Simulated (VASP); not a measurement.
# A VASP study of FeSi2 (Linzhiite) (rev-vdW-DF2 + U): structure first, properties next

Wanted: the relaxed cell of FeSi2 (Linzhiite) and its properties. The steps: magnetic order: ferromagnetic, magnetic order: antiferromagnetic, q = (0, 0, 1/2), magnetic order: antiferromagnetic, q = (1/2, 1/2, 1/2), magnetic order: antiferromagnetic, q = (1/2, 1/2, 0), the orders side by side, full relaxation (rev-vdW-DF2 + U), second relaxation, density, ELF and potential (rev-vdW-DF2 + U), bands along the symmetry lines (rev-vdW-DF2 + U), density of states (rev-vdW-DF2 + U) and zone-centre phonons (rev-vdW-DF2 + U). The start is a cell from a database of measured crystal structures.

Main program and level: VASP 6.6.1; rev-vdW-DF2, DFT+U (Fe d 5 eV), spin-polarised from a ferromagnetic start (one magnetic atom a cell); plane waves and PAW (Fe, Si), in the first sound run; inputs show where later runs differ.

### 1. Set-up

The structure is tetragonal, space group P4/mmm (No. 123). The conventional cell has a = 2.696 Å, b = 2.696 Å, c = 5.147 Å, α = 90.00°, β = 90.00°, γ = 90.00°. Nearest to Fe lie 8 Si at 2.36 Å. Nearest to Si lie 1 Si at 2.35 Å and 4 Fe at 2.36 Å. Farther neighbours are not listed.

### 2. Magnetic order: ferromagnetic

The properties of a magnet depend on its order, so a few collinear patterns are compared first on the cell as listed, beginning with all moments parallel. rev-vdW-DF2 revises the exchange of vdW-DF2 for solids. LUSE_VDW switches on a nonlocal correlation term for dispersion. A Hubbard U penalises fractional filling of the localised shell, which semilocal functionals favour.

INCAR

```
SYSTEM = FeSi2
PREC = Accurate
ENCUT = 400
EDIFF = 1E-06
NELM = 100
ISMEAR = 0
SIGMA = 0.05
LREAL = .FALSE.
ALGO = Normal
GGA = MK
AGGAC = 0
LUSE_VDW = .TRUE.
PARAM1 = 0.1234
PARAM2 = 0.711357
ZAB_VDW = -1.8867
LASPH = .TRUE.
NBANDS = 17
ISPIN = 2
MAGMOM = 3 0 0
LDAU = .TRUE.
LDAUTYPE = 2
LDAUL = 2 -1
LDAUU = 5 0
LDAUJ = 0 0
LDAUPRINT = 1
LMAXMIX = 4
LORBIT = 11
LWAVE = .FALSE.
LCHARG = .FALSE.
KPAR = 8
ISIF = 2
```

POSCAR

```
FeSi2
1.0
    2.6960000000      0.0000000000      0.0000000000
    0.0000000000      2.6960000000      0.0000000000
    0.0000000000      0.0000000000      5.1470000000
Fe Si
1 2
Direct
    0.5000000000      0.5000000000      0.0000000000
    0.0000000000      0.0000000000      0.2717000000
    0.0000000000      0.0000000000      0.7283000000
```

KPOINTS

```
Automatic mesh
0
Gamma
8 8 5
0 0 0
```

PAW data sets: Fe and Si (PBE family, release 64).

Launch:

```sh
$ mpirun -np 8 vasp_std
```

The log of the run:

```text
[banner, memory and clock lines left out]
running    8 mpi-ranks, on    1 nodes
 distrk:  each k-point on    1 cores,    8 groups
 distr:  one band on    1 cores,    1 groups

 POSCAR found type information on POSCAR FeSi
 POSCAR found :  2 types and       3 ions
|                                                                             |
|           W    W    AA    RRRRR   N    N  II  N    N   GGGG   !!!           |
|           W    W   A  A   R    R  NN   N  II  NN   N  G    G  !!!           |
|           W    W  A    A  R    R  N N  N  II  N N  N  G       !!!           |
|           W WW W  AAAAAA  RRRRR   N  N N  II  N  N N  G  GGG   !            |
|           WW  WW  A    A  R   R   N   NN  II  N   NN  G    G                |
|           W    W  A    A  R    R  N    N  II  N    N   GGGG   !!!           |
|                                                                             |
|     For optimal performance we recommend to set                             |
|       NCORE = 2 up to number-of-cores-per-socket                            |
|     NCORE specifies how many cores store one orbital (NPAR=cpu/NCORE).      |
|     This setting can greatly improve the performance of VASP for DFT.       |
|     The default, NCORE=1 might be grossly inefficient on modern             |
|     multi-core architectures or massively parallel machines. Do your        |
|     Unfortunately you need to use the default for GW and RPA                |
|     calculations (for HF NCORE is supported but not extensively tested      |
|     yet).                                                                   |
|                                                                             |

|                                                                             |
|               ----> ADVICE to this user running VASP <----                  |
|                                                                             |
|     You have switched on vdW-DFT.                                           |
|     This routine was written and supplied by Jiri Klimes. We recommend      |
|     that you carefully read and cite the following publications:            |
|       J. Klimes, D.R. Bowler, A. Michelides                                 |
|          J. Phys.: Cond Matt. 22 022201 (2010)                              |
|       J. Klimes, D.R. Bowler, A. Michelides                                 |
|          Phys. Rev. B. 83, 195131 (2011)                                    |
|     and references therein.                                                 |
|                                                                             |

|                                                                             |
|               ----> ADVICE to this user running VASP <----                  |
|                                                                             |
|     You enforced a specific xc type in the INCAR file but a different       |
|     [... a line on the potential file left out ...]
|     I HOPE YOU KNOW WHAT YOU ARE DOING!                                     |
|                                                                             |

 LDA part: xc-table for (Slater+PW92), standard interpolation
 POSCAR, INCAR and KPOINTS ok, starting setup
 FFT: planning ... GRIDC
 FFT: planning ... GRID_SOFT
 FFT: planning ... GRID
 WAVECAR not read
 entering main loop
       N       E                     dE             d eps       ncg     rms          rms(c)
DAV:   1     0.565324331209E+02    0.56532E+02   -0.55832E+03  3068   0.740E+02
DAV:   2    -0.889916870664E+01   -0.65432E+02   -0.58859E+02  3315   0.165E+02
DAV:   3    -0.117117059207E+02   -0.28125E+01   -0.27587E+01  3948   0.391E+01
DAV:   4    -0.117522819022E+02   -0.40576E-01   -0.40511E-01  3766   0.435E+00
DAV:   5    -0.117530729154E+02   -0.79101E-03   -0.79074E-03  3925   0.651E-01    0.174E+01
DAV:   6    -0.132684022992E+02   -0.15153E+01   -0.11166E+01  3641   0.706E+01    0.144E+01
DAV:   7    -0.110448347675E+02    0.22236E+01   -0.59063E+00  3896   0.584E+01    0.597E+00
DAV:   8    -0.111113575398E+02   -0.66523E-01   -0.42110E-01  4030   0.518E+00    0.331E+00
DAV:   9    -0.111366267539E+02   -0.25269E-01   -0.40049E-02  4292   0.283E+00    0.127E+00
DAV:  10    -0.111718794102E+02   -0.35253E-01   -0.23689E-02  4210   0.218E+00    0.718E-01
DAV:  11    -0.111986363190E+02   -0.26757E-01   -0.27286E-02  4524   0.212E+00    0.657E-01
DAV:  12    -0.112051013985E+02   -0.64651E-02   -0.63742E-03  4620   0.927E-01    0.485E-01
DAV:  13    -0.112086074459E+02   -0.35060E-02   -0.83304E-03  4385   0.126E+00    0.240E-01
DAV:  14    -0.112094405605E+02   -0.83311E-03   -0.13726E-03  4070   0.430E-01    0.877E-02
DAV:  15    -0.112096310988E+02   -0.19054E-03   -0.17454E-04  4145   0.132E-01    0.597E-02
DAV:  16    -0.112096881997E+02   -0.57101E-04   -0.73807E-05  3725   0.865E-02    0.374E-02
DAV:  17    -0.112097000517E+02   -0.11852E-04   -0.23693E-05  4120   0.705E-02    0.992E-03
DAV:  18    -0.112097000699E+02   -0.18153E-07   -0.40596E-06  3206   0.165E-02
   1 F= -.11209700E+02 E0= -.11209236E+02  d E =-.927878E-03  mag=     1.8255
```

Run time: 30 s. Hardware: 8 MPI ranks of Intel Xeon 6975P-C (Granite Rapids), shared host; peak memory 2.2 GiB; 3.2 min of CPU time.

The logs omit lines about the potential files and the build; timing stands in the text.

Parts of OUTCAR (step 2):

```text
ion  position               nearest neighbor table
   1  0.500  0.500  0.000-   2 2.36   3 2.36   2 2.36   3 2.36   2 2.36   3 2.36   2 2.36   3 2.36

  LATTYP: Found a simple tetragonal cell.
 ALAT       =     2.6960000000
 C/A-ratio  =     1.9091246291

 Subroutine GETGRP returns: Found 16 space group operations
 (whereof 16 operations were pure point group operations)

The static configuration has the point symmetry D_4h.

 Found     45 irreducible k-points:

   k-points           NKPTS =     45   k-points in BZ     NKDIM =     45   number of bands    NBANDS=     17

   dimension x,y,z NGX =    18 NGY =   18 NGZ =   36
   dimension x,y,z NGXF=    36 NGYF=   36 NGZF=   72

   ENCUT  =  400.0 eV  29.40 Ry    5.42 a.u.   4.40  4.40  8.39*2*pi/ulx,y,z

   NELECT =      16.0000    total number of electrons

 k-points in reciprocal lattice and weights: Automatic mesh
   0.00000000  0.00000000  0.00000000       0.003
   0.12500000  0.00000000  0.00000000       0.013
   0.25000000  0.00000000  0.00000000       0.013
   0.37500000  0.00000000  0.00000000       0.013
   0.50000000  0.00000000  0.00000000       0.006
   0.12500000  0.12500000  0.00000000       0.013
   0.25000000  0.12500000  0.00000000       0.025
   0.37500000  0.12500000  0.00000000       0.025
   0.50000000  0.12500000  0.00000000       0.013
[...]
0.50000000  0.37500000  0.40000000       0.025
   0.50000000  0.50000000  0.40000000       0.006

atom =   1  type =  1  l = 2

 onsite density matrix

spin component  1

  0.8458 -0.0000  0.0000  0.0000  0.0000
 -0.0000  0.8628 -0.0000  0.0000 -0.0000
  0.0000 -0.0000  0.8969  0.0000  0.0000
  0.0000  0.0000  0.0000  0.8628  0.0000
  0.0000 -0.0000  0.0000  0.0000  0.9468

spin component  2

  0.8012  0.0000  0.0000 -0.0000  0.0000
  0.0000  0.2809 -0.0000  0.0000  0.0000
  0.0000 -0.0000  0.7487  0.0000  0.0000
 -0.0000  0.0000  0.0000  0.2809 -0.0000
  0.0000  0.0000  0.0000 -0.0000  0.2599

 occupancies and eigenvectors

  o =  0.2599  v =  0.0000  0.0000  0.0000  0.0000  0.0000  0.0000 -0.0000  0.0000 -0.0000 -1.0000      0.0000  0.0000  0.0000  0.0000  0.0000  0.0000  0.0000  0.0000  0.0000  0.0000
  o =  0.2809  v =  0.0000  0.0000  0.0000  0.0000  0.0000  0.0000  0.9875  0.0000  0.1574 -0.0000      0.0000  0.0000  0.0000  0.0000  0.0000  0.0000  0.0000  0.0000  0.0000  0.0000
  o =  0.2809  v =  0.0000  0.0000  0.0000  0.0000  0.0000  0.0000 -0.1574 -0.0000  0.9875 -0.0000      0.0000  0.0000  0.0000  0.0000  0.0000  0.0000  0.0000  0.0000  0.0000  0.0000
  o =  0.7487  v =  0.0000  0.0000  0.0000  0.0000  0.0000  0.0000  0.0000 -1.0000 -0.0000 -0.0000      0.0000  0.0000  0.0000  0.0000  0.0000  0.0000  0.0000  0.0000  0.0000  0.0000
  o =  0.8012  v =  0.0000  0.0000  0.0000  0.0000  0.0000  1.0000  0.0000  0.0000  0.0000  0.0000      0.0000  0.0000  0.0000  0.0000  0.0000  0.0000  0.0000  0.0000  0.0000  0.0000
  o =  0.8458  v =  1.0000  0.0000  0.0000  0.0000  0.0000  0.0000  0.0000  0.0000  0.0000  0.0000      0.0000  0.0000  0.0000  0.0000  0.0000  0.0000  0.0000  0.0000  0.0000  0.0000
  o =  0.8628  v =  0.0000  0.8870 -0.0000 -0.4617 -0.0000  0.0000  0.0000  0.0000  0.0000  0.0000      0.0000  0.0000  0.0000  0.0000  0.0000  0.0000  0.0000  0.0000  0.0000  0.0000
  o =  0.8628  v =  0.0000 -0.4617  0.0000 -0.8870  0.0000  0.0000  0.0000  0.0000  0.0000  0.0000      0.0000  0.0000  0.0000  0.0000  0.0000  0.0000  0.0000  0.0000  0.0000  0.0000
  o =  0.8969  v =  0.0000 -0.0000 -1.0000 -0.0000  0.0000  0.0000  0.0000  0.0000  0.0000  0.0000      0.0000  0.0000  0.0000  0.0000  0.0000  0.0000  0.0000  0.0000  0.0000  0.0000
  o =  0.9468  v =  0.0000 -0.0000 -0.0000 -0.0000 -1.0000  0.0000  0.0000  0.0000  0.0000  0.0000      0.0000  0.0000  0.0000  0.0000  0.0000  0.0000  0.0000  0.0000  0.0000  0.0000

 average (electrostatic) potential at core
       1 -39.2151       2 -80.0663       3 -80.0663

 E-fermi :  10.1252

 spin component 1
 k-point     1 :       0.0000    0.0000    0.0000
  band No.  band energies     occupation
    ...
      4       3.7211      1.00000
      5       5.8122      1.00000
      6       5.8122      1.00000
      7       6.2756      1.00000
      8       7.1557      1.00000
      9      14.3105      0.00000
     10      14.3105      0.00000
     11      16.2576      0.00000
     12      16.5582      0.00000
     13      17.2442      0.00000
    ...

 k-point     2 :       0.1250    0.0000    0.0000
  band No.  band energies     occupation
    ...
      4       3.8007      1.00000
      5       5.7325      1.00000
      6       5.8535      1.00000
      7       6.2844      1.00000
      8       6.9472      1.00000
      9      11.6763      0.00000
     10      14.6881      0.00000
     11      15.5435      0.00000
     12      16.5874      0.00000
     13      17.0908      0.00000
    ...

 k-point     3 :       0.2500    0.0000    0.0000
  band No.  band energies     occupation
    ...
      5       5.6335      1.00000
      6       5.9550      1.00000
      7       6.1267      1.00000
      8       6.4935      1.00000
      9       8.8445      1.00000
     10      12.7589      0.00000
     11      15.0958      0.00000
     12      15.6930      0.00000
     13      17.3825      0.00000
     14      17.5061      0.00000
    ...

 k-point     4 :       0.3750    0.0000    0.0000
  band No.  band energies     occupation
    ...
      5       5.6057      1.00000
      6       5.7816      1.00000
      7       6.0592      1.00000
      8       6.0921      1.00000
      9       7.6781      1.00000
     10      10.5193      0.00000
     11      12.4602      0.00000
     12      17.0695      0.00000
     13      17.6890      0.00000
     14      18.8177      0.00000
    ...

 k-point     5 :       0.5000    0.0000    0.0000
  band No.  band energies     occupation
    ...
      6       5.9377      1.00000
      7       6.0181      1.00000
      8       6.1030      1.00000
      9       7.4782      1.00000
     10       9.5256      1.00000
     11      11.3687      0.00000
     12      17.8406      0.00000
     13      18.0370      0.00000
     14      19.7495      0.00000
     15      20.1480      0.00000
    ...

 k-point     6 :       0.1250    0.1250    0.0000
  band No.  band energies     occupation
    ...
      4       3.9047      1.00000
      5       5.4709      1.00000
      6       6.0882      1.00000
      7       6.3065      1.00000
      8       6.7067      1.00000
      9      11.5469      0.00000
     10      12.5374      0.00000
     11      15.2017      0.00000
     12      16.8139      0.00000
     13      17.1248      0.00000
    ...

Total vdW correction in eV:      1.9287829

  Total        3.2347964      3.2347964      1.9985510      0.0000000      0.0000000      0.0000000
  in kB      138.5363001    138.5363001     85.5917456      0.0000000      0.0000000      0.0000000
  external PRESSURE =     120.8881153 kB  Pullay stress =       0.0000000 kB

  energy-cutoff  :      400.00
  volume of cell :       37.41
      direct lattice vectors                 reciprocal lattice vectors
     2.696000000  0.000000000  0.000000000     0.370919881  0.000000000  0.000000000
     0.000000000  2.696000000  0.000000000     0.000000000  0.370919881  0.000000000
     0.000000000  0.000000000  5.147000000     0.000000000  0.000000000  0.194287935

 POSITION                                       TOTAL-FORCE (eV/Angst)
 -----------------------------------------------------------------------------------
      1.34800      1.34800      0.00000         0.000000      0.000000      0.000000
      0.00000      0.00000      1.39844        -0.000000     -0.000000      0.917899
      0.00000      0.00000      3.74856         0.000000      0.000000     -0.917899
 -----------------------------------------------------------------------------------
    total drift:                                0.000000      0.000000      0.000000

  FREE ENERGIE OF THE ION-ELECTRON SYSTEM (eV)
  ---------------------------------------------------
  free  energy   TOTEN  =       -11.2097000699 eV

  energy  without entropy=      -11.2087721921  energy(sigma->0) =      -11.20923613

Total vdW correction in eV:      1.9287804

 total charge
# of ion       s       p       d       tot
------------------------------------------
    1        0.462   0.689   6.743   7.894
    2        0.746   0.908   0.000   1.654
    3        0.746   0.908   0.000   1.654
--------------------------------------------------
tot          1.954   2.506   6.743  11.202

 magnetization (x)
# of ion       s       p       d       tot
------------------------------------------
    1        0.003   0.006   2.041   2.050
    2       -0.013  -0.040   0.000  -0.053
    3       -0.013  -0.040   0.000  -0.053
--------------------------------------------------
tot         -0.023  -0.074   2.041   1.944

[... 6 further parts left out ...]
```

The k-mesh is coarse for a metal. A U on the itinerant d states of such a compound is hard to justify; it moves the bands at the Fermi level and favours large moments. The PAW data sets were made with PBE, which is usual practice but a small mismatch for other functionals. At this level the cell is under a pressure of 12.1 GPa, so at these settings it is away from equilibrium.

This step gave:

```
SCF cycles                                        : 18
electrons                                         : 16
bands                                             : 17
irreducible k-points                              : 45
symmetry operations                               : 16
free energy (TOTEN)                               : -11.21 eV
energy at zero smearing                           : -11.21 eV
Fermi energy                                      : 10.13 eV
pressure                                          : 12.09 GPa
moment of the cell, from the last line of the log : 1.825 μB
metallic                                          : yes
```

Spin moment in the PAW sphere by atom:

```csv
atom,spin moment in the PAW sphere (μB)
Fe1,2.05
Si2,-0.05
Si3,-0.05
```

Force by atom:

```csv
atom,x (eV/Å),y (eV/Å),z (eV/Å),size
Fe1,0.000,0.000,0.000,0.000
Si2,0.000,0.000,0.918,0.918
Si3,0.000,0.000,-0.918,0.918
```

The run ends ferromagnetic with a largest moment of 2.05 μB, and the mesh shows no gap.

[end of part 1 of 10]

[Lines on the potential files, build, host, timing and source positions are cut from VASP's logs without a mark.]

[Logs are printed without paths, hosts, clocks, repeated set-up lines and the standing remarks that a program may print on its own settings, such as how far it seeks lower states.]

[Hosts, paths, dates, database ids (printed as entryN), source tags and the programs' standing remarks are cut or masked in the printed files.]

[A measured line is paired with the nearest computed mode of its activity, which favours agreement.]
